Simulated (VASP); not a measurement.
Method: LDA (Ceperley-Alder, Perdew-Zunger), VASP's LDA PAW potentials (set 64) (plane waves; VASP).

Input for VASP

File KPOINTS:
```
Regular mesh
0
Gamma
  6 6 4
```

File POSCAR:
```
CdSe
1.0
  2.0415718541  -3.5361059199   0.0000000000
  2.0415718541   3.5361059199   0.0000000000
  0.0000000000   0.0000000000   6.6653831683
Cd Se
2 2
Cartesian
  2.0415718541  -1.1787043307   3.3345610068
  2.0415718541   1.1787043307   0.0018694227
  2.0415718541  -1.1787043307   5.8370062327
  2.0415718541   1.1787043307   2.5043146486
```

INCAR:
```
! general
SYSTEM  = CdSe
PREC    = Accurate
ENCUT   = 500
LREAL   = .FALSE.
LASPH   = .TRUE.

! electronic loop
EDIFF   = 1E-6
NELM    = 100
ALGO    = Normal
LMAXMIX = 4

! smearing
ISMEAR  = 0
SIGMA   = 0.05

! ions
IBRION  = 2
NSW     = 40
ISIF    = 3
EDIFFG  = -0.02
PSTRESS = 200

! output
LWAVE   = .FALSE.
LCHARG  = .FALSE.
```

POTCAR, in this order: Cd Se (LDA.64 set). Program: vasp_std.

Task: What will the output report for the number of irreducible k-points (NKPTS), largest plane-wave count, number of space-group operations, FFT grid (NGX, NGY, NGZ)?

Result: 
```json
{
  "number of irreducible k-points (NKPTS)": "21",
  "largest_plane_wave_count": "2491",
  "number_of_space_group_operations": "12",
  "FFT grid (NGX, NGY, NGZ)": "30 × 30 × 50"
}
```

The compound is CdSe in the wurtzite structure. This run relaxes it under an external pressure of 20 GPa. Symmetry was kept, so distortions that lower it aren't found.
